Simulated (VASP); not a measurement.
The input files of a VASP run:

**INCAR**
```
SYSTEM = Si
PREC = Accurate
ENCUT = 400
EDIFF = 1E-6
NELM = 60
ALGO = Normal
LREAL = .FALSE.
LASPH = .TRUE.
ISMEAR = 0
SIGMA = 0.05
GGA = PE
LWAVE = .FALSE.
LCHARG = .FALSE.
ISIF = 2
IMIX = 1
AMIX = 1.2
BMIX = 0.0001
```

**POSCAR**
```
Si
1
    0.0000000000     2.7155000000     2.7155000000
    2.7155000000     0.0000000000     2.7155000000
    2.7155000000     2.7155000000     0.0000000000
Si
2
Direct
  0.0000000000   0.0000000000   0.0000000000
  0.2500000000   0.2500000000   0.2500000000
```

KPOINTS:
```
Automatic mesh
0
Gamma
6 6 6
0 0 0
```

POTCAR, in this order: Si (PBE.64 set). Program: vasp_std.

Question: One choice in this input is risky. Which, and does it do harm here?

Answer: The risk: simple mixing (IMIX = 1) with AMIX above 1 overshoots. Here it does no harm: the run (PBE GGA, plane waves, VASP's PBE PAW potentials (set 64)) converges to the same energy and pressure as with the safe setting.
### OSZICAR
```
       N       E                     dE             d eps       ncg     rms          rms(c)
DAV:   1     0.365081353573E+01    0.36508E+01   -0.29200E+03   256   0.629E+02
DAV:   2    -0.108413371599E+02   -0.14492E+02   -0.14358E+02   408   0.744E+01
DAV:   3    -0.110039936113E+02   -0.16266E+00   -0.16266E+00   320   0.982E+00
DAV:   4    -0.110047913937E+02   -0.79778E-03   -0.79778E-03   408   0.780E-01
DAV:   5    -0.110047916880E+02   -0.29430E-06   -0.29430E-06   328   0.159E-02    0.489E+00
DAV:   6    -0.108770889037E+02    0.12770E+00   -0.10538E+00   296   0.564E+00    0.126E+00
DAV:   7    -0.108413671468E+02    0.35722E-01   -0.36552E-01   296   0.327E+00    0.717E-01
DAV:   8    -0.108280055083E+02    0.13362E-01   -0.12908E-01   288   0.187E+00    0.478E-01
DAV:   9    -0.108233431059E+02    0.46624E-02   -0.46034E-02   288   0.112E+00    0.317E-01
DAV:  10    -0.108217189728E+02    0.16241E-02   -0.16531E-02   288   0.670E-01    0.193E-01
DAV:  11    -0.108210960549E+02    0.62292E-03   -0.59266E-03   320   0.401E-01    0.119E-01
DAV:  12    -0.108209007592E+02    0.19530E-03   -0.21372E-03   296   0.240E-01    0.718E-02
DAV:  13    -0.108208128367E+02    0.87923E-04   -0.76975E-04   304   0.145E-01    0.434E-02
DAV:  14    -0.108207919332E+02    0.20903E-04   -0.27724E-04   320   0.865E-02    0.261E-02
DAV:  15    -0.108207779226E+02    0.14011E-04   -0.99993E-05   288   0.520E-02    0.157E-02
DAV:  16    -0.108207767592E+02    0.11634E-05   -0.36037E-05   320   0.313E-02    0.938E-03
DAV:  17    -0.108207740063E+02    0.27529E-05   -0.12975E-05   344   0.187E-02    0.567E-03
DAV:  18    -0.108207744152E+02   -0.40890E-06   -0.46885E-06   296   0.112E-02
   1 F= -.10820774E+02 E0= -.10820774E+02  d E =-.330313E-11
```

The compound is Si in the diamond structure. The cell was not relaxed at this level.
